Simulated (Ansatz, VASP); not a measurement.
# RbMg2: VASP beside Ansatz

The input INCAR:

```
PREC = Accurate ; ENCUT = 520
EDIFF = 1E-7 ; ISMEAR = -1
SIGMA = 0.05 ; LREAL = False
LASPH = True ; NELM = 100
ALGO = Normal ; ISIF = 2
LWAVE = False ; LCHARG = False
GGA = PE ; NBANDS = 22
```

KPOINTS

```
Automatic mesh
0
Gamma
  7 7 6
```

POSCAR

```
RbMg2
1.0
    1.8965200446    -13.4410422507      0.0000000000
    1.8965200446     13.4410422507      0.0000000000
    0.0000000000      0.0000000000      4.7670370075
Rb Mg
2 4
Direct
    0.6728470000      0.3271530000      0.2500000000
    0.3271530000      0.6728470000      0.7500000000
    0.4512240000      0.5487760000      0.2500000000
    0.0425010000      0.9574990000      0.2500000000
    0.9574990000      0.0425010000      0.7500000000
    0.5487760000      0.4512240000      0.7500000000
```

The input input.yaml:

```yaml
crystal:
  lattice:
    - [1.8965200446, -13.4410422507, 0.0]
    - [1.8965200446, 13.4410422507, 0.0]
    - [0.0, 0.0, 4.7670370075]
  atoms:
    - { symbol: Rb, position: [0.672847, 0.327153, 0.25] }
    - { symbol: Rb, position: [0.327153, 0.672847, 0.75] }
    - { symbol: Mg, position: [0.451224, 0.548776, 0.25] }
    - { symbol: Mg, position: [0.042501, 0.957499, 0.25] }
    - { symbol: Mg, position: [0.957499, 0.042501, 0.75] }
    - { symbol: Mg, position: [0.548776, 0.451224, 0.75] }
hamiltonian:
  xc: pbe
  pseudopotentials: { kind: paw }
kpoints:
  mp_grid: { grid: [7, 7, 6] }
scf:
  occupations: { method: fermi_dirac, width: 0.05 }
output:
  forces: true
  stress: true
  eigenvalues: true
```

Change from the starting cell: volume scaled by 0.96.

Alike in both runs: task single point; functional PBE; k mesh 7 × 7 × 6; occupations fermi-dirac, width 0.05 eV; no spin polarisation.

|  | VASP | Ansatz |
| --- | --- | --- |
| version | VASP 6.6.1 | Ansatz 0.2.0 |
| potentials or method | VASP PAW PBE potentials, release 64 (Rb_sv, Mg) | Ansatz PAW |
| plane-wave cutoff (eV) | 520 | 420 |
| valence electrons in the cell | 26 | 58 |

Ansatz gave:

- gap on the k mesh at the Fermi level (eV): none
- pressure (GPa): 0.6
- largest component of the traceless stress (GPa): 0.45
- rms of the force components (eV/Å): 0.026

Estimate VASP's values.

gap on the k mesh at the Fermi level (eV): none; pressure (GPa): 0.6; largest component of the traceless stress (GPa): 0.44; rms of the force components (eV/Å): 0.024.

Atom by atom the forces differ by 0.003 eV/Å (rms over components). A gap of «none» marks a metal or a gap that the smearing closes. The two sets of potentials don't hold the same shells in valence.
